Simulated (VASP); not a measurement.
All values below come from PBE GGA + U (Dudarev), VASP's PBE PAW potentials (set 64) (plane waves; VASP 6.6.1).

VASP ran on this input.

**INCAR**
```
ALGO  =  Normal   # blocked Davidson
LORBIT  =  10
LDAUTYPE  =  2   # Dudarev
GGA  =  PE   # PBE
LDAUL  =  2 -1
LDAU  =  .True.
ENCUT  =  400
SIGMA  =  0.1
LDAUPRINT  =  1
LWAVE  =  .False.
NELM  =  100   # most electronic steps
LASPH  =  .True.   # aspherical one-centre terms
LCHARG  =  .False.
LDAUJ  =  0 0
PREC  =  Accurate
SYSTEM  =  CoSi2
LMAXMIX  =  4   # l cut-off of mixed one-centre charges
ISMEAR  =  1   # Methfessel-Paxton
ISIF  =  2   # forces and stress, cell fixed
EDIFF  =  1E-6
LREAL  =  .False.   # projection in real space or not
LDAUU  =  4.0 0
```

POSCAR:
```
CoSi2
3.7900920
  0.0000000000   0.7071068460   0.7071068460
  0.7071068460   0.0000000000   0.7071068460
  0.7071068460   0.7071068460   0.0000000000
Co Si
1 2
direct
  0.0000000000   0.0000000000   0.0000000000
  0.2500000000   0.2500000000   0.2500000000
  0.7500000000   0.7500000000   0.7500000000
```

File KPOINTS:
```
kpoints
0
Gamma
  9 9 9
```

POTCAR, in this order: Co Si (PBE.64 set). Program: vasp_std.

What VASP printed:

### OSZICAR
```
       N       E                     dE             d eps       ncg     rms          rms(c)
DAV:   1     0.637317006038E+02    0.63732E+02   -0.60455E+03   856   0.111E+03
DAV:   2    -0.131090244783E+02   -0.76841E+02   -0.71569E+02   864   0.229E+02
DAV:   3    -0.164965743073E+02   -0.33875E+01   -0.32791E+01  1052   0.575E+01
DAV:   4    -0.165660671224E+02   -0.69493E-01   -0.69335E-01  1020   0.797E+00
DAV:   5    -0.165680246174E+02   -0.19575E-02   -0.19572E-02  1056   0.137E+00    0.126E+01
DAV:   6    -0.179164328499E+02   -0.13484E+01   -0.17911E+01  1000   0.924E+01    0.111E+01
DAV:   7    -0.158525705401E+02    0.20639E+01   -0.83821E+00  1092   0.740E+01    0.401E+00
DAV:   8    -0.158152019659E+02    0.37369E-01   -0.49063E-01   952   0.597E+00    0.106E+00
DAV:   9    -0.158081156075E+02    0.70864E-02   -0.41789E-02  1060   0.438E+00    0.432E-01
DAV:  10    -0.158092260083E+02   -0.11104E-02   -0.54577E-03   992   0.883E-01    0.262E-01
DAV:  11    -0.158090447603E+02    0.18125E-03   -0.64505E-04  1072   0.393E-01    0.555E-02
DAV:  12    -0.158090477531E+02   -0.29928E-05   -0.42595E-05  1096   0.784E-02    0.889E-03
DAV:  13    -0.158090479320E+02   -0.17895E-06   -0.60432E-06  1120   0.334E-02
   1 F= -.15809048E+02 E0= -.15809092E+02  d E =0.131484E-03
```

**OUTCAR**
```
------------------------ aborting loop because EDIFF is reached ----------------------------------------
  FORCE on cell =-STRESS in cart. coord.  units (eV):
  Direction    XX          YY          ZZ          XY          YZ          ZX
  --------------------------------------------------------------------------------------
  Total       -1.1996783     -1.1996783     -1.1996783     -0.0000000     -0.0000000      0.0000000
  in kB      -49.9276347    -49.9276347    -49.9276347     -0.0000000     -0.0000000      0.0000000
  external PRESSURE =     -49.9276347 kB  Pullay stress =       0.0000000 kB
  volume of cell :       38.50
      direct lattice vectors                 reciprocal lattice vectors
     0.000000000  2.680000000  2.680000000    -0.186567164  0.186567164  0.186567164
     2.680000000  0.000000000  2.680000000     0.186567164 -0.186567164  0.186567164
     2.680000000  2.680000000  0.000000000     0.186567164  0.186567164 -0.186567164
 POSITION                                       TOTAL-FORCE (eV/Angst)
 -----------------------------------------------------------------------------------
      0.00000      0.00000      0.00000         0.000000      0.000000     -0.000000
      1.34000      1.34000      1.34000         0.000000     -0.000000      0.000000
      4.02000      4.02000      4.02000        -0.000000      0.000000     -0.000000
 -----------------------------------------------------------------------------------
    total drift:                               -0.000000     -0.000000      0.000000
  FREE ENERGIE OF THE ION-ELECTRON SYSTEM (eV)
  ---------------------------------------------------
  free  energy   TOTEN  =       -15.8090479320 eV

  energy  without entropy=      -15.8091794157  energy(sigma->0) =      -15.80909176

 total charge

# of ion       s       p       d       tot
------------------------------------------
    1        0.524   0.688   7.779   8.991
    2        0.718   0.863   0.000   1.581
    3        0.718   0.863   0.000   1.581
--------------------------------------------------
tot          1.959   2.414   7.779  12.153
```
(Selected blocks of OUTCAR.)

The compound is CoSi2 in the fluorite structure. The cell was not relaxed at this level. The run is one of a series of settings (LDAU = .TRUE., LDAUJ = 0 0, LDAUL = 2 -1, LDAUTYPE = 2, LDAUU = 4.0 0 against the base run), some of them coarse on purpose. The run is not spin-polarised, so no magnetic state was tried. The electron count is odd and the run is not spin-polarised, which forces a metal.
